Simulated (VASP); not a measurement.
An input for Quantum ESPRESSO's pw.x (written as the equivalent of a VASP run, and not itself run):

```
&CONTROL
  calculation = 'vc-relax'
  pseudo_dir = './pseudo'
  outdir = './out'
  tprnfor = .true.
  tstress = .true.
  nstep = 60
  forc_conv_thr = 0.00039
/
&SYSTEM
  ibrav = 0
  nat = 2
  ntyp = 2
  ecutwfc = 82
  occupations = 'smearing'
  smearing = 'methfessel-paxton'
  degauss = 0.00735
  input_dft = 'pz'
/
&ELECTRONS
  conv_thr = 7.3e-08
  electron_maxstep = 100
/
&IONS
/
&CELL
/
ATOMIC_SPECIES
  Ta 180.948 Ta.upf
  C 12.011 C.upf
CELL_PARAMETERS angstrom
     0.0000000    2.2107256    2.2107256
     2.2107256   -0.0000000    2.2107256
     2.2107256    2.2107256   -0.0000000
ATOMIC_POSITIONS crystal
  Ta   1.0000000  0.0000000  0.0000000
  C    0.5000000  0.5000000  0.5000000
K_POINTS automatic
  13 13 13 0 0 0
```

Translate this input to VASP (INCAR, KPOINTS, POSCAR, choice of POTCAR).

One answer among several that fit: 
**INCAR**
```
# general
SYSTEM  = TaC
PREC    = Accurate
ENCUT   = 520
LREAL   = F
LASPH   = T

# electronic loop
EDIFF   = 1E-6
NELM    = 100
ALGO    = Normal
LMAXMIX = 6

# smearing
ISMEAR  = 1
SIGMA   = 0.1

# ions
IBRION  = 2
NSW     = 60
ISIF    = 3
EDIFFG  = -0.01

# output
LWAVE   = F
LCHARG  = F
```

File KPOINTS:
```
Automatic mesh
0
Gamma
13 13 13
0 0 0
```

File POSCAR:
```
TaC
1
    0.0000000000     2.2107256226     2.2107256226
    2.2107256226    -0.0000000000     2.2107256226
    2.2107256226     2.2107256226    -0.0000000000
Ta C
1 1
Direct
  1.0000000000   0.0000000000   0.0000000000
  0.5000000000   0.5000000000   0.5000000000
```

POTCAR, in this order: Ta_pv C (LDA.64 set). Program: vasp_std.

The two are equivalent in intent, not identical: the potentials are each code's own (VASP's PAW set, PseudoDojo norm-conserving files in pw.x), so ENCUT and ecutwfc are chosen apart and not converted; conv_thr bounds pw.x's estimated SCF error, while EDIFF bounds the energy change between steps; forc_conv_thr acts on force components and is met together with etot_conv_thr.

The structure comes from a computed database's TaC entry (Fm-3m); how it stands against other phases isn't given here. It was relaxed first. The start is the result of an earlier pass.
